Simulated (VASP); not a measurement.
Here is the system:

```yaml
crystal:
  lattice:
    - [0.00000, 2.43780, 2.43780]
    - [2.43780, 0.00000, 2.43780]
    - [2.43780, 2.43780, 0.00000]
  atoms:
    - { symbol: B, position: [0.00000, 0.00000, 0.00000] }
    - { symbol: As, position: [0.25000, 0.25000, 0.25000] }
```

All values below come from PBE GGA with spin-orbit coupling, VASP's PBE PAW potentials (set 64) (plane waves; VASP). Numerical set-up: 520 eV cut-off, 8×8×8 Γ-centred mesh, Gaussian smearing of 0.050 eV, potentials B As.

Q: Give the stress tensor in GPa (positive for a compressed cell).

A: 
```
-4.45   0.00   0.00
 0.00  -4.45   0.00
 0.00   0.00  -4.45
```
The pressure is its mean diagonal, -4.45 GPa.

The compound is BAs in the zinc blende structure. The cell was not relaxed at this level. The run is one of a series of settings (GGA_COMPAT = .FALSE., LSORBIT = .TRUE., MAGMOM = 0 0 0 0 0 0, program vasp_ncl against the base run), some of them coarse on purpose.
